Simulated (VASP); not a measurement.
An input for Quantum ESPRESSO's pw.x (written as the equivalent of a VASP run, and not itself run):

```
&CONTROL
  calculation = 'vc-relax'
  pseudo_dir = './pseudo'
  outdir = './out'
  tprnfor = .true.
  tstress = .true.
  nstep = 60
  forc_conv_thr = 0.00078
/
&SYSTEM
  ibrav = 0
  nat = 4
  ntyp = 2
  ecutwfc = 96
  occupations = 'smearing'
  smearing = 'methfessel-paxton'
  degauss = 0.00735
  input_dft = 'pbesol'
  nspin = 2
  starting_magnetization(1) = 0.3
/
&ELECTRONS
  conv_thr = 7.3e-08
  electron_maxstep = 100
/
&IONS
/
&CELL
/
ATOMIC_SPECIES
  Co 58.933 Co.upf
  C 12.011 C.upf
CELL_PARAMETERS angstrom
     2.7781491    0.0000000    0.0000000
    -1.3890746    2.4059477    0.0000000
     0.0000000   -0.0000000    4.6654339
ATOMIC_POSITIONS crystal
  Co   0.0000000  0.0000000  0.0000000
  Co   0.0000000  0.0000000  0.5000000
  C    0.3333330  0.6666670  0.2500000
  C    0.6666670  0.3333330  0.7500000
K_POINTS automatic
  11 11 6 0 0 0
```

### Question
Translate this input to VASP (INCAR, KPOINTS, POSCAR, choice of POTCAR).

### Answer
One answer among several that fit: 
INCAR:
```
LORBIT = 10
ISIF = 3   # ions, shape and volume
NELM = 100   # most electronic steps
ISMEAR = 1   # Methfessel-Paxton
LWAVE = .False.
LCHARG = .False.
IBRION = 2   # conjugate gradients
PREC = Accurate
EDIFFG = -0.02   # ionic stop
GGA = PS   # PBEsol
SYSTEM = CoC
MAGMOM = 3.0 3.0 0.0 0.0
NSW = 60
ISPIN = 2   # spin-polarised
SIGMA = 0.1   # width (eV)
LMAXMIX = 4
ENCUT = 520   # plane-wave cut-off (eV)
ALGO = Normal
LREAL = .False.
LASPH = .True.   # aspherical one-centre terms
EDIFF = 1E-6   # SCF stop (eV)
```

**POSCAR**
```
CoC
1
    2.7781491173     0.0000000000     0.0000000000
   -1.3890745587     2.4059477310     0.0000000000
    0.0000000000    -0.0000000000     4.6654339147
Co C
2 2
Direct
  0.0000000000   0.0000000000   0.0000000000
  0.0000000000   0.0000000000   0.5000000000
  0.3333330000   0.6666670000   0.2500000000
  0.6666670000   0.3333330000   0.7500000000
```

File KPOINTS:
```
Automatic mesh
0
Gamma
11 11 6
0 0 0
```

POTCAR, in this order: Co C (PBE.64 set). Program: vasp_std.

The two are equivalent in intent, not identical: the potentials are each code's own (VASP's PAW set, PseudoDojo norm-conserving files in pw.x), so ENCUT and ecutwfc are chosen apart and not converted; conv_thr bounds pw.x's estimated SCF error, while EDIFF bounds the energy change between steps; starting_magnetization is a fraction of the valence charge and MAGMOM a moment in μB, so they match only roughly; forc_conv_thr acts on force components and is met together with etot_conv_thr.

The structure was generated: CoC was put into the NiAs type type (P6_3/mmc), which need not be its known phase. This run relaxes it. Symmetry was kept, so distortions that lower it aren't found. The start is the result of an earlier pass.
